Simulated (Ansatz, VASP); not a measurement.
## LiTlSe2 in VASP and in Ansatz

```
CELL_PARAMETERS angstrom
4.26392 0.00000 0.00000
0.00000 4.26392 0.00000
0.00000 0.00000 5.98025
ATOMIC_POSITIONS crystal
Li 0.00000 0.00000 0.00000
Se 0.00000 0.50000 0.22921
Se 0.50000 0.00000 0.77079
Tl 0.50000 0.50000 0.50000
```

Alike in both runs: task single point; functional PBE; k mesh 4 × 4 × 4; no spin polarisation.

|  | VASP | Ansatz |
| --- | --- | --- |
| version | VASP 6.6.1 | Ansatz 0.2.0 |
| potentials or method | VASP PAW PBE potentials, release 64 (Li_sv, Se, Tl_d) | plane waves |
| plane-wave cutoff (eV) | 520 | 420 |
| occupations | gaussian, width 0.01 eV | fixed |
| valence electrons in the cell | 28 | 48 |

```tsv
	VASP	Ansatz	Ansatz less VASP
gap on the k mesh at the Fermi level (eV)	0.43	0.43	+0.007
rms of the force components (eV/Å)	0.084	0.083	-0.0018
```

The two sets of potentials don't hold the same shells in valence.

Caveats: spin-orbit coupling is left out, which as a rule narrows the gap of such compounds by several tenths of an eV. A k mesh can miss the band edges.
